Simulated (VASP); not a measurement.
## MgO: energy against volume

MgO (rock salt, Fm-3m, 8.906 Å³/atom and stress up to 0.23 GPa in the relaxed cell, cube axes along x, y and z) under an equal strain ε along all three axes. LDA in VASP (plane waves, PAW), 600 eV, 12×12×12 Γ-centred mesh, Gaussian smearing 0.05 eV; ions are relaxed, or left where forces stay under 0.02 eV/Å, within the symmetry of each cell.

Here V stands for volume and E for E less E0.

```csv
volume (Å³/atom),E less E0 (meV/atom),pressure (GPa)
8.1280,?,?
8.3820,19.78,12.05
8.5110,11.07,8.67
8.6412,4.94,5.51
8.7728,1.30,2.54
8.9057,0.00,-0.23
9.0400,0.94,-2.83
9.1756,4.01,-5.25
9.3125,9.14,-7.52
9.4509,16.22,-9.64
```

Task: Using the third-order Birch-Murnaghan form, a cubic in V^(-2/3), estimate the missing E at V = 8.1280 from the other rows, showing the fit.

Result: With u = V^(-2/3) - 0.233, the rows have u = 0.009345, 0.006890, 0.004475, 0.002094, -0.000251, -0.002562, -0.004838, -0.007079, -0.009290. Least squares gives E = 0.023 + 173.69·u + 206978·u² + 69462·u³. Residuals (row less fit): 0.002, 0.002, -0.011, 0.005, 0.008, 0.005, -0.009, -0.001, 0.003; standard error 0.008 (degrees of freedom: 5). Its minimum lies at u = -0.000420, so V0 = (0.232580)^(-3/2) = 8.915. There d²E/du² = 413800 and d³E/du³ = 416800, so B0 = (4/9) × 8.915^(-7/3) × 413800 × 0.160218 = 179 GPa (the last factor turns the table's units into GPa), and B0' = 4 + (2/3) × 0.232580 × (416800)/413800 = 4.2. B0' rests on the cubic coefficient alone and has a standard error of 0.1 from these residuals. At the withheld row, u = 0.014368, so E = 0.023 + 173.69 × 0.014368 + 206978 × 0.014368² + 69462 × 0.014368³ = 45.453 meV/atom. The calculation gives 45.42 meV/atom, 0.033 meV/atom below the prediction (0.1 % of the range of E in the table). The row lies outside the fitted rows, so this is an extrapolation. From the scatter of the fitted rows alone, a prediction at this place has a standard error of 0.040 meV/atom, so the miss is 0.8 times that.

Other structures, which can take over under pressure, weren't tried. The same form fitted to the pressure column gives B0' = 4.1; series where the two differ by over 0.4 aren't shown. Rows are the converged runs of the series near zero and its far end, less any whose ions stayed unrelaxed beside relaxed ones; series whose fitted rows scatter by over a few per cent of the range, as at a crossing or softening among them, aren't shown in this form.
